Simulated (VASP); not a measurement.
Level of theory: r2SCAN meta-GGA, VASP's PBE PAW potentials (set 64) (plane waves; VASP).

VASP ran on this input.

### POSCAR
```
WSi2
1
   -1.6064840525     1.6064840525     3.9025890072
    1.6064840525    -1.6064840525     3.9025890072
    1.6064840525     1.6064840525    -3.9025890072
Si W
2 1
Direct
  0.6653823973   0.6653823973   0.0000000000
  0.3346176027   0.3346176027   0.0000000000
  0.0096090057   0.0096090057   0.0000000000
```

**INCAR**
```
SIGMA  =  0.1
LCHARG  =  .FALSE.
LMAXMIX  =  6   ! l cut-off of mixed one-centre charges
EDIFF  =  1E-7   ! SCF stop (eV)
ISIF  =  2   ! forces and stress, cell fixed
LREAL  =  .FALSE.   ! projection in real space or not
LWAVE  =  .FALSE.
LASPH  =  .TRUE.   ! aspherical one-centre terms
ALGO  =  Normal   ! blocked Davidson
ENCUT  =  480
LMIXTAU  =  .TRUE.
ISMEAR  =  1   ! Methfessel-Paxton
SYSTEM  =  WSi2
METAGGA  =  R2SCAN
NELM  =  100
PREC  =  Accurate
```

**KPOINTS**
```
Regular mesh
0
gamma
  12 12 12
0 0 0
```

POTCAR, in this order: Si W_sv (PBE.64 set). Program: vasp_std.

Unless said otherwise, spin-orbit coupling is left out, though it shifts the bands of the heavy elements here.

Q: Estimate the energy per atom (σ→0), largest force, band gap (on the k-mesh).

A: 
- energy per atom (σ→0): -23.257 eV/atom
- band gap (on the k-mesh): none (metal, semimetal or under 0.01 eV)
- largest force: 1.157 eV/Å

### OSZICAR
```
...
DAV:  12    -0.697712837657E+02    0.74327E-03   -0.10773E-03  5730   0.311E-01    0.133E-01
DAV:  13    -0.697716660138E+02   -0.38225E-03   -0.27917E-04  5184   0.195E-01    0.917E-02
DAV:  14    -0.697716631633E+02    0.28505E-05   -0.69027E-05  6143   0.825E-02    0.437E-02
DAV:  15    -0.697716640868E+02   -0.92351E-06   -0.25536E-05  5401   0.507E-02    0.155E-02
DAV:  16    -0.697716650661E+02   -0.97929E-06   -0.53675E-06  5968   0.203E-02    0.293E-03
DAV:  17    -0.697716690263E+02   -0.39602E-05   -0.19496E-06  5254   0.163E-02    0.117E-03
DAV:  18    -0.697716689908E+02    0.35452E-07   -0.13701E-07  3509   0.335E-03
   1 F= -.69771669E+02 E0= -.69771643E+02  d E =-.778999E-04
```

The compound is WSi2 in the MoSi2 type structure. This cell was strained or had an atom moved on purpose.
